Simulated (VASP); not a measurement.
Here is the system:

```yaml
crystal:
  lattice:
    - [0.00000, 2.01965, 2.01965]
    - [2.01965, 0.00000, 2.01965]
    - [2.01965, 2.01965, 0.00000]
  atoms:
    - { symbol: Pd, position: [0.00000, 0.00000, 0.00000] }
```

The numbers are results of vdW-DF2, VASP's PBE PAW potentials (set 64) (plane waves; VASP 6.6.1), not measurements. Run with 520 eV cut-off, 15×15×15 Γ-centred mesh, first-order Methfessel-Paxton smearing of 0.10 eV, potentials Pd.

Question: What does the run give for the energy per atom (σ→0), pressure, band gap (on the k-mesh) with the smallest direct gap where there is one?

Answer: 
```yaml
band gap (on the k-mesh): none (metal, semimetal or under 0.01 eV)
energy per atom (σ→0): -1.649 eV/atom
pressure: 3.70 GPa
```

Total energies compare only between runs with the same potentials, cut-off and functional.

The compound is Pd in the fcc structure. This cell is one point of a volume scan, at 0.97 of the reference volume.
